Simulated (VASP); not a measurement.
Runs of VASP 6.6.1 on LiBe. The structure is monoclinic, space group P2_1/m (No. 11). The conventional cell has a = 2.296 Å, b = 3.613 Å, c = 5.528 Å, α = 90.00°, β = 94.17°, γ = 90.00°. Be (site symmetry m) has 6 Be at 2.28 to 2.32 Å and 3 Li at 2.33 to 2.56 Å as nearest neighbours. Around Li (site symmetry m) lie 2 Li at 2.30 Å and 3 Be at 2.33 to 2.56 Å. The cell comes from a database or a generator and needn't be the stable form of this composition.

| task | level | cell | cutoff (eV) | gap on the mesh (eV) | pressure (GPa) | relaxed volume (Å³/atom) | largest force (eV/Å) |
| --- | --- | --- | --- | --- | --- | --- | --- |
| relaxation of the atoms | r2SCAN | atoms relaxed from: atoms moved at random, drawn with an rms of 0.05 Å | 520 | none | - | - | - |
| relaxation of cell and atoms | r2SCAN | relaxed | 600 | none | 0.0 | 11.50 | 0.01 |
| relaxation of cell and atoms | MS2 | relaxed | 600 | none | 0.0 | (a) | 0.01 |
| relaxation of cell and atoms | r2SCAN+rVV10 | relaxed | 600 | none | 0.0 | 11.43 | 0.02 |

Alike in all rows: potentials or basis VASP PAW PBE potentials, release 64 (Be, Li_sv); no spin polarisation; k mesh 11 × 7 × 5; smearing methfessel-paxton 0.1 eV.

Question: Estimate the missing entries.

Answer: (a) 11.27.

Caveats: the cutoff is under 1.25 times the usual one of these potentials, so pressure, stress and relaxed cells hold a basis-set (Pulay) error; the PAW data sets were made with another functional, which shifts forces and pressure a little.

A gap of «none» marks a metal or a gap under the smearing width.
